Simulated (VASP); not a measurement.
Runs of VASP 6.6.1 on RuS. It takes space group Fm-3m (No. 225, cubic). The conventional cell has a = 5.094 Å, b = 5.094 Å, c = 5.094 Å, α = 90.00°, β = 90.00°, γ = 90.00°. Around Ru (site symmetry m-3m) lie 6 S at 2.55 Å. Around S (site symmetry m-3m) lie 6 Ru at 2.55 Å. The cell comes from a database or a generator and needn't be the stable form of this composition.

| level | potentials or basis | spin | U | fixed moment (μB) | gap on the mesh (eV) | pressure (GPa) | moment (μB) |
| --- | --- | --- | --- | --- | --- | --- | --- |
| LDA+U | VASP PAW LDA potentials, release 64 (Ru_pv, S) | collinear, ferromagnetic start | Ru d U = 4 eV | - | none | -15.3 | 1.94 |
| LDA+U | VASP PAW LDA potentials, release 64 (Ru_pv, S) | non-collinear, random start, SOC | Ru d U = 4 eV | - | - | (b) | 0.10 |
| LDA+U | VASP PAW LDA potentials, release 64 (Ru_pv, S) | collinear, ferromagnetic start | Ru d U = 4 eV | 4 | - | 7.2 | 4.00 |
| r2SCAN+U | VASP PAW PBE potentials, release 64 (Ru_pv, S) | collinear, ferromagnetic start | Ru d U = 6 eV | - | none | (a) | 3.70 |
| LDA+U | VASP PAW LDA potentials, release 64 (Ru_pv, S) | collinear, random start | Ru d U = 2 eV | - | none | -22.1 | 0.82 |

Alike in all rows: task single point; cell as given; k mesh 6 × 6 × 6; cutoff (eV) 520; smearing gaussian 0.05 eV.

Q: Fill in the values left out.

A: (a) 15.8; (b) -15.4.

Caveats: the moment is held away from its start (some runs); the total moment is fixed, so each spin has its own Fermi level (some runs); the PAW data sets were made with another functional, which shifts forces and pressure a little (some runs).

A k mesh can miss the band edges, and rows without SOC leave out spin-orbit coupling on Ru.

A gap of «none» marks a metal or a gap under the smearing width.
